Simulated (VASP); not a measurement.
Computed with PBE GGA, VASP's PBE PAW potentials (set 64) (plane waves; VASP 6.6.1).

VASP ran on this input.

POSCAR:
```
Ho
1
    1.7561740000    -3.1730490000     0.0000000000
    1.7561740000     3.1730490000     0.0000000000
    0.0000000000     0.0000000000     5.7533770000
Ho
2
Direct
  0.3333330000   0.6666670000   0.2500000000
  0.6919370000   0.3586030000   0.7500000000
```

**KPOINTS**
```
K-points
0
gamma
11 11 6
0 0 0
```

INCAR:
```
SYSTEM = Ho
PREC = Accurate
ENCUT = 400
EDIFF = 1E-6
NELM = 100
ALGO = Normal
LREAL = .FALSE.
LASPH = .TRUE.
ISMEAR = 1
SIGMA = 0.1
GGA = PE
LMAXMIX = 6
LWAVE = .FALSE.
LCHARG = .FALSE.
ISIF = 2
ISYM = 1
```

POTCAR, in this order: Ho_3 (PBE.64 set). Program: vasp_std.

The 4f electrons are frozen in the core of the lanthanide potential, so 4f levels, which can set the real gap, and their magnetism are missing.

Task: What does the run give for the energy per atom (σ→0), largest force, band gap (on the k-mesh)?

Result: 
| Quantity | Value |
|---|---|
| energy per atom (σ→0) | -4.502 eV/atom |
| band gap (on the k-mesh) | none (metal, semimetal or under 0.01 eV) |
| largest force | 0.115 eV/Å |

**OSZICAR**
```
...
DAV:   5    -0.899798337369E+01   -0.41302E-02   -0.41087E-02 10588   0.177E+00    0.235E+01
DAV:   6    -0.899588670989E+01    0.20967E-02   -0.27288E-02 10608   0.212E+00    0.140E+01
DAV:   7    -0.900328711383E+01   -0.74004E-02   -0.50030E-02 10074   0.296E+00    0.294E-01
DAV:   8    -0.900297773892E+01    0.30937E-03   -0.31301E-03  9727   0.606E-01    0.583E-02
DAV:   9    -0.900299634157E+01   -0.18603E-04   -0.21079E-04 10718   0.154E-01    0.326E-02
DAV:  10    -0.900298991104E+01    0.64305E-05   -0.28188E-05 10647   0.592E-02    0.422E-02
DAV:  11    -0.900299060828E+01   -0.69724E-06   -0.19388E-06  6952   0.165E-02
   1 F= -.90029906E+01 E0= -.90034920E+01  d E =0.150430E-02
```

The compound is Ho in the hcp structure. The cell was not relaxed at this level, atoms are displaced from their ideal sites. The run is one of a series of settings (ISYM = 1 against the base run), some of them coarse on purpose.
